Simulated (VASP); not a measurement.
A VASP calculation is set up with these files.

File KPOINTS:
```
Automatic mesh
0
Gamma
6 6 6
0 0 0
```

**POSCAR**
```
GaAs
1
    0.0000000000     2.8815000000     2.8815000000
    2.8815000000     0.0000000000     2.8815000000
    2.8815000000     2.8815000000     0.0000000000
Ga As
1 1
Direct
  0.0000000000   0.0000000000   0.0000000000
  0.2500000000   0.2500000000   0.2500000000
```

**INCAR**
```
SYSTEM = GaAs
PREC = Accurate
ENCUT = 400
EDIFF = 1E-6
NELM = 60
ALGO = VeryFast
LREAL = .FALSE.
LASPH = .TRUE.
ISMEAR = 0
SIGMA = 0.05
GGA = PE
LMAXMIX = 4
LWAVE = .FALSE.
LCHARG = .FALSE.
ISIF = 2
NELMDL = -1
```

POTCAR, in this order: Ga_d As (PBE.64 set). Program: vasp_std.

Task: What happens when VASP runs on this input?

Result: There is a fault: ALGO = VeryFast starts from random orbitals with almost no delay (NELMDL = -1). Convergence was not reached. Against the sound run, the energy per atom (σ→0) rises by 534.526 eV/atom; the pressure increases by 70.23 GPa; the band gap decreases by 0.09 eV.

File standard output:
```
...
RMM:  21     0.107107355383E+04   -0.11678E+01   -0.13681E+01   832   0.389E+01    0.167E+01
RMM:  22     0.107006351318E+04   -0.10100E+01   -0.11066E+01   832   0.370E+01    0.172E+01
RMM:  23     0.105009982812E+04   -0.19964E+02   -0.31698E+01   816   0.444E+01    0.326E+01
RMM:  24     0.104931158280E+04   -0.78825E+00   -0.12651E+01   815   0.380E+01    0.358E+01
RMM:  25     0.104989728414E+04    0.58570E+00   -0.10235E+01   826   0.351E+01    0.337E+01
RMM:  26     0.104915960338E+04   -0.73768E+00   -0.98189E+00   832   0.334E+01    0.326E+01
RMM:  27     0.104798185854E+04   -0.11777E+01   -0.10777E+01   817   0.324E+01    0.320E+01
RMM:  28     0.104604512866E+04   -0.19367E+01   -0.11286E+01   816   0.315E+01    0.320E+01
RMM:  29     0.104247490682E+04   -0.35702E+01   -0.14833E+01   816   0.312E+01    0.337E+01
RMM:  30     0.104658523804E+04    0.41103E+01   -0.11214E+01   800   0.302E+01    0.295E+01
RMM:  31     0.105202803676E+04    0.54428E+01   -0.14072E+01   811   0.305E+01    0.251E+01
RMM:  32     0.105368315300E+04    0.16551E+01   -0.85834E+00   830   0.287E+01    0.238E+01
RMM:  33     0.105327984804E+04   -0.40330E+00   -0.64791E+00   815   0.272E+01    0.235E+01
RMM:  34     0.105201349102E+04   -0.12664E+01   -0.53665E+00   814   0.261E+01    0.240E+01
RMM:  35     0.105223841415E+04    0.22492E+00   -0.67825E+00   803   0.256E+01    0.240E+01
RMM:  36     0.105408227762E+04    0.18439E+01   -0.79467E+00   807   0.258E+01    0.242E+01
RMM:  37     0.106095042255E+04    0.68681E+01   -0.19024E+01   816   0.304E+01    0.214E+01
RMM:  38     0.106157189921E+04    0.62148E+00   -0.59764E+00   810   0.273E+01    0.210E+01
RMM:  39     0.106411991858E+04    0.25480E+01   -0.16590E+01   816   0.289E+01    0.172E+01
RMM:  40     0.106464693788E+04    0.52702E+00   -0.61481E+00   830   0.268E+01    0.157E+01
RMM:  41     0.106605618275E+04    0.14092E+01   -0.15522E+01   819   0.279E+01    0.109E+01
RMM:  42     0.106682254695E+04    0.76636E+00   -0.11222E+01   816   0.272E+01    0.897E+00
RMM:  43     0.106687717565E+04    0.54629E-01   -0.10198E+01   816   0.266E+01    0.767E+00
RMM:  44     0.106660515943E+04   -0.27202E+00   -0.37867E+00   832   0.248E+01    0.758E+00
RMM:  45     0.106630052377E+04   -0.30464E+00   -0.68333E+00   816   0.240E+01    0.719E+00
RMM:  46     0.106604902974E+04   -0.25149E+00   -0.34212E+00   832   0.227E+01    0.794E+00
RMM:  47     0.106612760901E+04    0.78579E-01   -0.14847E+01   816   0.249E+01    0.408E+00
RMM:  48     0.106557327469E+04   -0.55433E+00   -0.12344E+01   820   0.245E+01    0.248E+00
RMM:  49     0.106482883660E+04   -0.74444E+00   -0.93970E+00   832   0.234E+01    0.164E+00
RMM:  50     0.106421656597E+04   -0.61227E+00   -0.66736E+00   816   0.220E+01    0.111E+00
RMM:  51     0.106372945364E+04   -0.48711E+00   -0.48739E+00   819   0.208E+01    0.828E-01
RMM:  52     0.106331132803E+04   -0.41813E+00   -0.42037E+00   816   0.198E+01    0.628E-01
RMM:  53     0.106290931566E+04   -0.40201E+00   -0.40656E+00   824   0.190E+01    0.442E-01
RMM:  54     0.106250921081E+04   -0.40010E+00   -0.41161E+00   829   0.183E+01    0.219E-01
RMM:  55     0.106218547022E+04   -0.32374E+00   -0.32841E+00   807   0.177E+01    0.114E-01
RMM:  56     0.106191781906E+04   -0.26765E+00   -0.27128E+00   820   0.170E+01    0.776E-02
RMM:  57     0.106158618208E+04   -0.33164E+00   -0.33444E+00   816   0.165E+01    0.199E-01
RMM:  58     0.106125033442E+04   -0.33585E+00   -0.33832E+00   826   0.159E+01    0.268E-01
RMM:  59     0.106099808132E+04   -0.25225E+00   -0.25506E+00   831   0.154E+01    0.325E-01
RMM:  60     0.106080113674E+04   -0.19694E+00   -0.20034E+00   822   0.150E+01

 -----------------------------------------------------------------------------
|                                                                             |
|           W    W    AA    RRRRR   N    N  II  N    N   GGGG   !!!           |
|           W    W   A  A   R    R  NN   N  II  NN   N  G    G  !!!           |
|           W    W  A    A  R    R  N N  N  II  N N  N  G       !!!           |
|           W WW W  AAAAAA  RRRRR   N  N N  II  N  N N  G  GGG   !            |
|           WW  WW  A    A  R   R   N   NN  II  N   NN  G    G                |
|           W    W  A    A  R    R  N    N  II  N    N   GGGG   !!!           |
|                                                                             |
|     The electronic self-consistency was not achieved in the given           |
|     number of steps (NELM). The forces and other quantities evaluated       |
|     might not be reliable so examine the results carefully. If you find     |
|     spurious results, we suggest increasing NELM, if you were close to      |
|     convergence or switching to a different ALGO or adjusting the           |
|     density mixing parameters otherwise.                                    |
|                                                                             |
 -----------------------------------------------------------------------------

   1 F= 0.10608011E+04 E0= 0.10608028E+04  d E =-.326056E-02
```

### OUTCAR
```
------------------------ aborting loop EDIFF was not reached (unconverged)  ----------------------------
  FORCE on cell =-STRESS in cart. coord.  units (eV):
  Direction    XX          YY          ZZ          XY          YZ          ZX
  --------------------------------------------------------------------------------------
  Total       20.7947492     20.7947492     20.7947492      0.0000000     -0.0000000      0.0000000
  in kB      696.2711531    696.2711531    696.2711531      0.0000000     -0.0000000      0.0000000
  external PRESSURE =     696.2711531 kB  Pullay stress =       0.0000000 kB
  volume of cell :       47.85
      direct lattice vectors                 reciprocal lattice vectors
     0.000000000  2.881500000  2.881500000    -0.173520736  0.173520736  0.173520736
     2.881500000  0.000000000  2.881500000     0.173520736 -0.173520736  0.173520736
     2.881500000  2.881500000  0.000000000     0.173520736  0.173520736 -0.173520736
  FREE ENERGIE OF THE ION-ELECTRON SYSTEM (eV)
  ---------------------------------------------------
  free  energy   TOTEN  =      1060.8011367435 eV

  energy  without entropy=     1060.8043973008  energy(sigma->0) =     1060.80276702
```
(Selected blocks of OUTCAR.)

To mend it, set ALGO = Normal, remove NELMDL.

The mended run (PBE GGA, plane waves, VASP's PBE PAW potentials (set 64)) converges, and its OSZICAR ends with
```
   1 F= -.82494621E+01 E0= -.82493705E+01  d E =-.183170E-03
```

The compound is GaAs in the zinc blende structure. The cell was not relaxed at this level.
